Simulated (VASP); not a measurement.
Input:

```xyz
1
Lattice="0.0000 1.9992 1.9992 1.9992 0.0000 1.9992 1.9992 1.9992 0.0000" Properties=species:S:1:pos:R:3 pbc="T T T"
Pt     0.0000     0.0000     0.0000
```
Cell charge +0.1.

Method: PBE GGA, VASP's PBE PAW potentials (set 64) (plane waves; VASP 6.6.1). Numerical set-up: NELECT = 9.9, 400 eV cut-off, 14×14×14 Γ-centred mesh, Gaussian smearing of 0.050 eV, potentials Pt.

The cell is charged, with a uniform compensating background. Unless said otherwise, spin-orbit coupling is left out, though it shifts the bands of the heavy elements here.

**Question.** Estimate the energy per atom (σ→0), pressure, band gap (on the k-mesh) with the smallest direct gap where there is one.

**Answer.** 
| Item | Value |
|---|---|
| band gap (on the k-mesh) | none (metal, semimetal or under 0.01 eV) |
| energy per atom (σ→0) | -685.7 kJ/mol of atoms |
| pressure | -23.77 GPa |

The absolute energy has meaning only against runs of the same code, potentials and settings.

The compound is Pt in the fcc structure. The cell was not relaxed at this level. The run is one of a series of settings (ISMEAR = 0, NELECT = 9.9, SIGMA = 0.05 against the base run), some of them coarse on purpose.
